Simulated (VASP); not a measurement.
All values below come from PBEsol GGA, VASP's PBE PAW potentials (set 64) (plane waves; VASP).

The input files of a VASP run:

File POSCAR:
```
C
2.5149380
  0.0000000000   0.7071067920   0.7071067920
  0.7071067920   0.0000000000   0.7071067920
  0.7071067920   0.7071067920   0.0000000000
C
2
Cartesian
  0.0000000000   0.0000000000   0.0000000000
  0.3535533960   0.3535533960   0.3535533960
```

**KPOINTS**
```
Automatic
0
gamma
16 16 16
```

### INCAR
```
# general
SYSTEM =C
PREC   =Accurate
ENCUT  =520
LREAL  =.FALSE.
LASPH  =.TRUE.
NBANDS =24

# electronic loop
EDIFF  =1E-7
NELM   =100
ALGO   =Normal

# smearing
ISMEAR =0
SIGMA  =0.01

# functional
GGA    =PS

# output
LWAVE  =.FALSE.
LCHARG =.FALSE.
NEDOS  =1001

# other
LOPTICS=.TRUE.
CSHIFT =0.1
```

POTCAR, in this order: C (PBE.64 set). Program: vasp_std.

Task: Estimate the energy per atom (σ→0).

Result: 
```
Item                                   Result
---------------------  ----------------------
energy per atom (σ→0)  -928.7 kJ/mol of atoms
```

**OSZICAR**
```
...
DAV:   6    -0.194247650104E+02    0.50480E+00   -0.10757E-01  8240   0.162E+00    0.331E+00
DAV:   7    -0.192492992229E+02    0.17547E+00   -0.15332E-01  8528   0.185E+00    0.727E-01
DAV:   8    -0.192498433963E+02   -0.54417E-03   -0.59044E-03  7840   0.355E-01    0.655E-02
DAV:   9    -0.192498465440E+02   -0.31477E-05   -0.13229E-05  8592   0.175E-02    0.217E-02
DAV:  10    -0.192498517446E+02   -0.52005E-05   -0.14419E-06  8104   0.555E-03    0.232E-03
DAV:  11    -0.192498516591E+02    0.85441E-07   -0.12770E-08  6624   0.543E-04
   1 F= -.19249852E+02 E0= -.19249852E+02  d E =-.461180E-17
 imaginary and real dielectric function
```

The compound is C in the diamond structure. It was relaxed first.
